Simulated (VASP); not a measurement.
Write the native input for VASP 6.6.1 that does the following.

```yaml
Task: relaxation of cell and atoms
Functional: RPBE
Potentials_or_basis: VASP PAW PBE potentials, release 64 (Ni, Mo_sv, Pd, Ir, W_sv)
Cutoff: 600 eV
k_mesh: 8 × 8 × 5
Occupations: fermi-dirac, width 0.05 eV
Spin: collinear spin, ferromagnetic start
Starting_moments: "[1.0, 1.0, 0.0, 0.6, 0.0] μB"
Further_INCAR_settings: ALGO = Fast; EDIFF = 1e-06; IBRION = 2; EDIFFG = -0.02; NSW = 60; ISIF = 3
```

The structure of NiMoIrPdW lies in POSCAR:

```
NiMoIrPdW
1.0
    4.1170500000      0.0000000000      0.0000000000
   -2.0585300000      3.5654700000      0.0000000000
    0.0000000000      0.0000000000      5.4458000000
Ni Mo Pd Ir W
1 1 1 1 1
Direct
    0.0000000000      0.0000000000      0.9577500000
    0.6666700000      0.3333300000      0.9616100000
    0.6666700000      0.3333300000      0.4629500000
    0.3333300000      0.6666700000      0.7257200000
    0.3333300000      0.6666700000      0.2364200000
```

The cell was built by a generator and needn't be a form met in nature.

These files were run (other wordings do the same):

INCAR

```
SYSTEM = NiMoIrPdW
  PREC = Accurate
  ENCUT = 600
  EDIFF = 1E-6
  ISMEAR = -1
  SIGMA = 0.05
  LREAL = .FALSE.
  LASPH = .TRUE.
  NELM = 150
  ALGO = Fast
  ISIF = 3
  LWAVE = .FALSE.
  LCHARG = .FALSE.
  ISPIN = 2
  MAGMOM = 1 1 0 0.6 0
  LORBIT = 11
  LMAXMIX = 4
  GGA = RP
  IBRION = 2
  NSW = 60
  EDIFFG = -0.02
  KPAR = 4
```

KPOINTS

```
Automatic mesh
0
G
  8 8 5
  0 0 0
```

Potentials or basis: VASP PAW PBE potentials, release 64 (Ni, Mo_sv, Pd, Ir, W_sv).

Launch:

```sh
$ cat potpaw_PBE.64/Ni/POTCAR potpaw_PBE.64/Mo_sv/POTCAR potpaw_PBE.64/Pd/POTCAR potpaw_PBE.64/Ir/POTCAR potpaw_PBE.64/W_sv/POTCAR > POTCAR
$ mpirun -np 4 vasp_std > vasp.out
```

It gave:

```
Relaxed volume                                        : 16.27 Å³/atom
Relaxed cell                                          : a = 4.144 Å, b = 4.144 Å, c = 5.471 Å, α = 90.00°, β = 90.00°, γ = 120.00°
Space group after relaxing (to 0.05 Å)                : P3m1 (No. 156)
Energy gained by relaxing                             : 3.5 meV/atom
Ionic steps                                           : 6
Pressure after relaxing                               : 0.0 GPa
Largest force after relaxing                          : 0.019 eV/Å
Band gap on the k mesh                                : none (metal or under the smearing width)
Net moment                                            : 0.00 μB per cell
Valence electrons inside the program's atomic spheres : Ni 9.41; Mo 12.52; Pd 9.56; Ir 8.28; W 11.83
```

Caveat: the PAW data sets were made with another functional, which shifts forces and pressure a little.

Wall time 19 min on 4 MPI ranks on Intel(R) Xeon(R) Platinum 8488C (Sapphire Rapids), on a shared host, peak memory 0.75 GiB a rank.
